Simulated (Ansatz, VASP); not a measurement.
# Cross-check of Li3ClO between VASP and Ansatz, part 2 of 3

Aim: how closely do two programs agree when they are given the same cell, functional and k mesh? The cell is taken from a series of runs on this material, whose earlier steps may have relaxed, scaled, displaced or heated it; both programs get it as it stands.

VASP 6.6.1 and Ansatz 0.2.0.

So far: The starting structure; Ansatz: zone-centre phonons, PBEsol.

**3. VASP: zone-centre phonons, PBEsol**

Level of this step: PBEsol; plane waves and PAW (Li_sv, Cl, O) (VASP).

The same cell, functional and mesh now go to VASP, with its own data sets.

Lines of VASP's logs that name or quote its potential files are left out, and so is its time.

File INCAR:

```
SYSTEM = Li3ClO
PREC = Accurate
ENCUT = 750
EDIFF = 1E-08
NELM = 120
ISMEAR = 0
SIGMA = 0.01
LREAL = .FALSE.
ALGO = Normal
GGA = PS
NBANDS = 17
LORBIT = 11
LWAVE = .FALSE.
LCHARG = .FALSE.
ISIF = 2
IBRION = 8
LASPH = .TRUE.
GGA_COMPAT = .FALSE.
EFERMI = MIDGAP
KPAR = 2
```

File POSCAR:

```
Li3ClO
1.0
    3.8395491852      0.0000000000      0.0000000000
    0.0000000000      3.8395491852      0.0000000000
    0.0000000000      0.0000000000      3.8395491852
Li Cl O
3 1 1
Direct
    0.0000000000      0.5000000000      0.5000000000
    0.5000000000      0.0000000000      0.5000000000
    0.5000000000      0.5000000000      0.0000000000
    0.0000000000      0.0000000000      0.0000000000
    0.5000000000      0.5000000000      0.5000000000
```

File KPOINTS:

```
Automatic mesh
0
Gamma
6 6 6
0 0 0
```

Potentials, in the order of the species: Li_sv, Cl and O (PBE family, release 64).

On the command line:

```console
> mpirun -np 2 vasp_std
```

The program printed:

```text
[banner, memory and clock lines left out]
running    2 mpi-ranks, on    1 nodes
 distrk:  each k-point on    1 cores,    2 groups
 distr:  one band on    1 cores,    1 groups

 POSCAR found type information on POSCAR LiClO
 POSCAR found :  3 types and       5 ions
|                                                                             |
|               ----> ADVICE to this user running VASP <----                  |
|                                                                             |
|     You enforced a specific xc type in the INCAR file but a different       |
|     [... a line on the potential file left out ...]
|     I HOPE YOU KNOW WHAT YOU ARE DOING!                                     |
|                                                                             |

 LDA part: xc-table for (Slater+PW92), standard interpolation
 POSCAR, INCAR and KPOINTS ok, starting setup
 FFT: planning ... GRIDC
 FFT: planning ... GRID_SOFT
 FFT: planning ... GRID
 WAVECAR not read
 entering main loop
       N       E                     dE             d eps       ncg     rms          rms(c)
DAV:   1     0.151050222772E+03    0.15105E+03   -0.13153E+04   680   0.173E+03
DAV:   2    -0.106895091033E+02   -0.16174E+03   -0.15702E+03   860   0.369E+02
DAV:   3    -0.257899230691E+02   -0.15100E+02   -0.15044E+02  1287   0.815E+01
DAV:   4    -0.261342860201E+02   -0.34436E+00   -0.34395E+00   900   0.158E+01
DAV:   5    -0.261502089027E+02   -0.15923E-01   -0.15920E-01  1086   0.230E+00    0.973E+00
DAV:   6    -0.224819890951E+02    0.36682E+01   -0.11818E+01   728   0.226E+01    0.385E+00
DAV:   7    -0.224280597299E+02    0.53929E-01   -0.11664E+00   930   0.568E+00    0.300E+00
DAV:   8    -0.223481297259E+02    0.79930E-01   -0.34241E-01   707   0.393E+00    0.745E-01
DAV:   9    -0.223307765913E+02    0.17353E-01   -0.11592E-01   880   0.184E+00    0.264E-01
DAV:  10    -0.223316446115E+02   -0.86802E-03   -0.97722E-03   829   0.593E-01    0.948E-02
DAV:  11    -0.223316051100E+02    0.39501E-04   -0.16835E-03   863   0.270E-01    0.188E-02
DAV:  12    -0.223316218804E+02   -0.16770E-04   -0.16652E-04   845   0.853E-02    0.156E-02
DAV:  13    -0.223316160626E+02    0.58177E-05   -0.28582E-05   834   0.311E-02    0.790E-03
DAV:  14    -0.223316161190E+02   -0.56418E-07   -0.27001E-06   851   0.101E-02    0.848E-04
DAV:  15    -0.223316161123E+02    0.66930E-08   -0.26198E-07   909   0.322E-03    0.122E-03
DAV:  16    -0.223316161293E+02   -0.17012E-07   -0.17743E-07   724   0.208E-03    0.345E-04
DAV:  17    -0.223316161237E+02    0.56548E-08   -0.13779E-08   413   0.696E-04
   1 F= -.22331616E+02 E0= -.22331616E+02  d E =0.000000E+00
 Linear response reoptimize wavefunctions to high precision
DAV:   1    -0.223316161255E+02   -0.18381E-08   -0.11045E-09   432   0.238E-04
DAV:   2    -0.223316161256E+02   -0.32742E-10   -0.19470E-10   400   0.963E-05
 Linear response DOF=           4
 Linear response progress:
  Degree of freedom:   1/  4
       N       E                     dE             d eps       ncg     rms          rms(c)
RMM:   1    -0.154134176105E+00   -0.15413E+00    0.55623E+00  2047   0.188E+01
RMM:   2    -0.160372572845E+00   -0.62384E-02   -0.28740E-02  2463   0.114E+00    0.831E-02
RMM:   3    -0.160559996799E+00   -0.18742E-03   -0.61897E-03  2819   0.458E-01    0.395E-02
RMM:   4    -0.160683585047E+00   -0.12359E-03   -0.15113E-03  3007   0.218E-01    0.587E-03
RMM:   5    -0.160825018443E+00   -0.14143E-03   -0.32219E-04  3059   0.714E-02    0.480E-03
RMM:   6    -0.161009189454E+00   -0.18417E-03   -0.13493E-04  2950   0.411E-02    0.248E-03
RMM:   7    -0.161150782553E+00   -0.14159E-03   -0.89601E-05  2887   0.294E-02    0.101E-03
RMM:   8    -0.161158368482E+00   -0.75859E-05   -0.73881E-05  3159   0.165E-02    0.838E-04
RMM:   9    -0.161213670858E+00   -0.55302E-04   -0.63518E-05  2808   0.167E-02    0.547E-05
RMM:  10    -0.161214991512E+00   -0.13207E-05   -0.56750E-05  3155   0.119E-02    0.861E-05
RMM:  11    -0.161218263679E+00   -0.32722E-05   -0.55293E-05  3230   0.106E-02    0.106E-04
RMM:  12    -0.161218601740E+00   -0.33806E-06   -0.52155E-05  3218   0.958E-03    0.175E-04
RMM:  13    -0.161220186177E+00   -0.15844E-05   -0.47725E-05  3025   0.890E-03    0.192E-04
RMM:  14    -0.161221405711E+00   -0.12195E-05   -0.44617E-05  3244   0.836E-03    0.224E-04
RMM:  15    -0.161222784081E+00   -0.13784E-05   -0.41007E-05  3104   0.792E-03    0.241E-04
RMM:  16    -0.161223960268E+00   -0.11762E-05   -0.38167E-05  2982   0.753E-03    0.277E-04
RMM:  17    -0.161220720850E+00    0.32394E-05   -0.35118E-05  2888   0.735E-03    0.398E-04
RMM:  18    -0.161223784058E+00   -0.30632E-05   -0.32840E-05  2762   0.698E-03    0.364E-04
RMM:  19    -0.161225628664E+00   -0.18446E-05   -0.30486E-05  2789   0.665E-03    0.357E-04
RMM:  20    -0.161227602668E+00   -0.19740E-05   -0.28803E-05  2835   0.641E-03    0.343E-04
 first order change of Fermi-energy  -0.73660E-05
 force on displaced ion       1 direction 1 :  -6.848  -0.000   0.000
 Linear response progress:
  Degree of freedom:   2/  4
       N       E                     dE             d eps       ncg     rms          rms(c)
RMM:   1    -0.174209600567E+00   -0.17421E+00    0.65159E-01  3171   0.124E+01
RMM:   2    -0.178163175317E+00   -0.39536E-02   -0.18521E-02  4051   0.894E-01    0.735E-02
RMM:   3    -0.178338332420E+00   -0.17516E-03   -0.34751E-03  4561   0.339E-01    0.352E-02
RMM:   4    -0.178346251376E+00   -0.79190E-05   -0.60194E-04  4814   0.157E-01    0.761E-03
RMM:   5    -0.178418038071E+00   -0.71787E-04   -0.11621E-04  4882   0.479E-02    0.234E-03
RMM:   6    -0.178500528601E+00   -0.82491E-04   -0.72015E-05  4799   0.293E-02    0.128E-03
RMM:   7    -0.178574255571E+00   -0.73727E-04   -0.60991E-05  4743   0.216E-02    0.474E-04
RMM:   8    -0.178578813385E+00   -0.45578E-05   -0.38951E-05  5160   0.153E-02    0.250E-04
RMM:   9    -0.178585575465E+00   -0.67621E-05   -0.34753E-05  5125   0.129E-02    0.221E-04
RMM:  10    -0.178586895290E+00   -0.13198E-05   -0.25766E-05  5307   0.110E-02    0.232E-04
RMM:  11    -0.178587932825E+00   -0.10375E-05   -0.21807E-05  5282   0.944E-03    0.287E-04
RMM:  12    -0.178591769119E+00   -0.38363E-05   -0.17129E-05  4713   0.837E-03    0.342E-04
RMM:  13    -0.178592945941E+00   -0.11768E-05   -0.14352E-05  4962   0.731E-03    0.359E-04
RMM:  14    -0.178593150091E+00   -0.20415E-06   -0.10142E-05  5104   0.654E-03    0.405E-04
RMM:  15    -0.178593687307E+00   -0.53722E-06   -0.99685E-06  4846   0.592E-03    0.412E-04
RMM:  16    -0.178592778276E+00    0.90903E-06   -0.83096E-06  4579   0.552E-03    0.452E-04
RMM:  17    -0.178592542901E+00    0.23537E-06   -0.76935E-06  4772   0.507E-03    0.467E-04
 first order change of Fermi-energy   0.98674E-05
 force on displaced ion       1 direction 2 :   0.000  -1.633   0.000
 Linear response progress:
  Degree of freedom:   3/  4
       N       E                     dE             d eps       ncg     rms          rms(c)
RMM:   1    -0.194927704916E+00   -0.19493E+00    0.77455E-03  2841   0.207E+00
RMM:   2    -0.195860640995E+00   -0.93294E-03   -0.23522E-03  2557   0.294E-01    0.557E-02
RMM:   3    -0.196500236442E+00   -0.63960E-03   -0.56375E-04  2742   0.975E-02    0.311E-02
RMM:   4    -0.196966896613E+00   -0.46666E-03   -0.14481E-04  2841   0.531E-02    0.105E-02
RMM:   5    -0.196979415594E+00   -0.12519E-04   -0.22875E-05  2982   0.213E-02    0.697E-03
RMM:   6    -0.196995468551E+00   -0.16053E-04   -0.45595E-06  2998   0.872E-03    0.132E-03
RMM:   7    -0.196988198186E+00    0.72704E-05    0.16426E-05  3051   0.337E-03    0.731E-04
RMM:   8    -0.196987615686E+00    0.58250E-06   -0.11078E-05  3155   0.150E-03    0.428E-04
RMM:   9    -0.196987483492E+00    0.13219E-06    0.24487E-05  3247   0.593E-04    0.136E-04
RMM:  10    -0.196986819138E+00    0.66435E-06    0.30976E-06  3101   0.267E-04    0.889E-06
RMM:  11    -0.196986695853E+00    0.12329E-06    0.72094E-07  3280   0.108E-04    0.118E-05
RMM:  12    -0.196986771876E+00   -0.76023E-07    0.38609E-07  3190   0.494E-05    0.108E-05
RMM:  13    -0.196986752026E+00    0.19850E-07    0.61072E-07  3252   0.241E-05    0.589E-06
RMM:  14    -0.196986734311E+00    0.17715E-07    0.10176E-07  3008   0.139E-05    0.111E-06
RMM:  15    -0.196986735395E+00   -0.10837E-08    0.54064E-08  2712   0.917E-06    0.835E-07
 first order change of Fermi-energy   0.33867E-03
 force on displaced ion       4 direction 1 :  -2.049   0.000  -0.000
 Linear response progress:
  Degree of freedom:   4/  4
       N       E                     dE             d eps       ncg     rms          rms(c)
RMM:   1    -0.368866136127E+00   -0.36887E+00    0.24397E-01  2632   0.307E+00
RMM:   2    -0.365150728090E+00    0.37154E-02   -0.15057E-02  2642   0.466E-01    0.115E-01
RMM:   3    -0.366882580214E+00   -0.17319E-02   -0.33710E-03  2606   0.243E-01    0.619E-02
RMM:   4    -0.368685845788E+00   -0.18033E-02   -0.11767E-03  2662   0.182E-01    0.178E-02
RMM:   5    -0.368685942100E+00   -0.96312E-07   -0.22537E-04  2951   0.602E-02    0.532E-03
RMM:   6    -0.368728587347E+00   -0.42645E-04   -0.23988E-05  2989   0.207E-02    0.241E-03
RMM:   7    -0.368709807722E+00    0.18780E-04   -0.79933E-06  3000   0.850E-03    0.104E-03
RMM:   8    -0.368717136060E+00   -0.73283E-05   -0.85128E-07  3090   0.357E-03    0.233E-04
RMM:   9    -0.368718798301E+00   -0.16622E-05    0.42416E-06  3208   0.150E-03    0.114E-04
RMM:  10    -0.368719006431E+00   -0.20813E-06    0.72285E-07  3178   0.613E-04    0.545E-05
RMM:  11    -0.368718906567E+00    0.99864E-07    0.45893E-07  3281   0.244E-04    0.403E-05
RMM:  12    -0.368719030694E+00   -0.12413E-06    0.12392E-07  3074   0.148E-04    0.124E-05
RMM:  13    -0.368718946229E+00    0.84465E-07    0.51243E-08  3274   0.662E-05    0.355E-06
RMM:  14    -0.368718943108E+00    0.31216E-08    0.31856E-08  3231   0.382E-05    0.197E-06
 first order change of Fermi-energy  -0.53142E-03
 force on displaced ion       5 direction 1 :  -8.100  -0.000   0.000
 Linear response finished
```

(Part 2 of 3 ends here.)

[Lines on the potential files, build, host, timing and source positions are cut from VASP's logs without a mark.]

[Logs are printed without paths, hosts, clocks, repeated set-up lines and the standing remarks that a program may print on its own settings, such as how far it seeks lower states.]

[Hosts, paths, dates, database ids (printed as entryN), source tags and the programs' standing remarks are cut or masked in the printed files.]
